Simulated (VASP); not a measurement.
Given:

```
CELL_PARAMETERS angstrom
      1.27743     0.73752     2.08618
     -1.27743     0.73752     2.08618
      0.00000    -1.47505     2.08618
ATOMIC_POSITIONS crystal
  B  0.87500 0.87500 0.87500
  N  0.12500 0.12500 0.12500
```

Level of theory: r2SCAN meta-GGA, VASP's PBE PAW potentials (set 64) (plane waves; VASP). Settings: 520 eV cut-off, 14×14×14 Γ-centred mesh, tetrahedra with Blöchl corrections, potentials B N.

**Question.** Tabulate the total density of states (states/eV per cell) against energy (eV; zero at the valence-band maximum or, without a gap, the Fermi level).

**Answer.** 
```csv
E (eV),DOS (states/eV)
-9.95,0.27
-9.71,0.31
-9.47,0.37
-9.23,0.47
-8.99,0.69
-8.75,1.21
-8.51,0.90
-8.27,0.54
-8.15,0.39
-7.91,0.29
-7.67,0.30
-7.43,0.44
-7.19,0.50
-6.95,0.53
-6.71,0.51
-6.47,0.52
-6.23,0.58
-5.99,0.59
-5.75,0.62
-5.51,0.66
-5.27,0.77
-5.03,0.91
-4.79,0.86
-4.55,0.87
-4.43,0.86
-4.19,0.84
-3.95,0.83
-3.71,0.83
-3.47,0.82
-3.23,0.81
-2.99,0.81
-2.75,0.78
-2.51,0.79
-2.27,0.79
-2.03,0.69
-1.79,0.52
-1.55,0.43
-1.31,0.36
-1.07,0.30
-0.83,0.26
-0.71,0.23
-0.47,0.18
-0.23,0.10
0.01,0.00
0.25,0.00
0.49,0.00
0.73,0.00
0.97,0.00
1.21,0.00
1.45,0.00
1.69,0.00
1.93,0.00
2.17,0.00
2.41,0.00
2.65,0.00
2.89,0.00
3.01,0.00
3.25,0.00
3.49,0.00
3.73,0.00
3.97,0.00
4.21,0.00
4.45,0.00
4.69,0.00
4.93,0.00
5.17,0.01
5.41,0.04
5.65,0.06
5.89,0.08
6.13,0.09
6.37,0.11
6.61,0.13
6.73,0.14
6.97,0.16
7.21,0.18
7.45,0.21
7.69,0.23
7.93,0.26
8.17,0.29
8.41,0.33
```
Within 2 eV below the valence-band maximum the largest weight inside VASP's projection spheres is N p, then B p.

The structure was generated: BN was put into the alpha-GeTe type (R3m), which need not be its known phase. It was relaxed first, which changed the volume by +7 %. The relaxed cell has space group F-43m.
